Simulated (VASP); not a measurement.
Set up this calculation in VASP 6.6.1, as the native input.

- Task: relaxation of cell and atoms
- Functional: PBE
- Potentials or basis: VASP PAW PBE potentials, release 64 (Al, B, Sb)
- Cutoff: 520 eV
- k mesh: 3 × 3 × 3
- Occupations: gaussian, width 0.15 eV
- Spin: no spin polarisation
- Further INCAR settings: PREC = Normal; LREAL = Auto; ALGO = Fast; EDIFF = 0.0001; IBRION = 2; EDIFFG = -0.08; NSW = 24; ISIF = 3

The structure of AlB2Sb3 lies in POSCAR:

```
AlB2Sb3
1.0
    3.2855000000     -5.6905000000      0.0000000000
    3.2855000000      5.6905000000      0.0000000000
   -2.1902013500      0.0000000000      6.1952448700
Al B Sb
2 4 6
Direct
    0.0833300000      0.9166700000      0.0000000000
    0.9166700000      0.0833300000      0.5000000000
    0.4166700000      0.5833300000      0.0000000000
    0.7500000000      0.2500000000      0.0000000000
    0.5833300000      0.4166700000      0.5000000000
    0.2500000000      0.7500000000      0.5000000000
    0.7083300000      0.5416700000      0.8750000000
    0.0416700000      0.2083300000      0.8750000000
    0.3750000000      0.8750000000      0.8750000000
    0.5416700000      0.7083300000      0.3750000000
    0.2083300000      0.0416700000      0.3750000000
    0.8750000000      0.3750000000      0.3750000000
```

The cell was built by a generator and needn't be a form met in nature.

One way to write it, as run:

INCAR

```
  ALGO = Fast
  EDIFF = 1E-4
  EDIFFG = -0.08
  ENCUT = 520
  GGA = PE
  IBRION = 2
  ISIF = 3
  ISMEAR = 0
  KPAR = 2
  LASPH = T
  LCHARG = F
  LREAL = Auto
  LWAVE = F
  NELM = 60
  NSW = 24
  PREC = Normal
  SIGMA = 0.15
```

KPOINTS

```
k-points
0
Gamma
  3 3 3
```

Potentials or basis: VASP PAW PBE potentials, release 64 (Al, B, Sb).

Launch:

```console
$ cat potpaw_PBE.64/Al/POTCAR potpaw_PBE.64/B/POTCAR potpaw_PBE.64/Sb/POTCAR > POTCAR
$ mpirun -np 2 vasp_std > vasp.out
```

It gave:

```json
{
  "Relaxed volume": "21.94 Å³/atom",
  "Relaxed cell": "a = 6.884 Å, b = 6.884 Å, c = 6.786 Å, α = 99.10°, β = 99.10°, γ = 120.31°",
  "Space group after relaxing (to 0.05 Å)": "Cc (No. 9)",
  "Energy gained by relaxing": "378.5 meV/atom",
  "Ionic steps": "14",
  "Pressure after relaxing": "-0.1 GPa",
  "Largest force after relaxing": "0.070 eV/Å",
  "Band gap on the k mesh": "0.50 eV, indirect (least direct gap 0.95 eV)"
}
```

Caveat: spin-orbit coupling is left out, which moves the levels of the heavy elements; an odd mesh through Γ misses points on the zone boundary, where band edges often lie; the relaxation stopped at a loose force limit of 0.08 eV/Å, so its end isn't a converged minimum.

It took 110 s on 2 MPI ranks on Intel(R) Xeon(R) 6975P-C (Granite Rapids), with other jobs on the host, peak memory 0.26 GiB a rank.
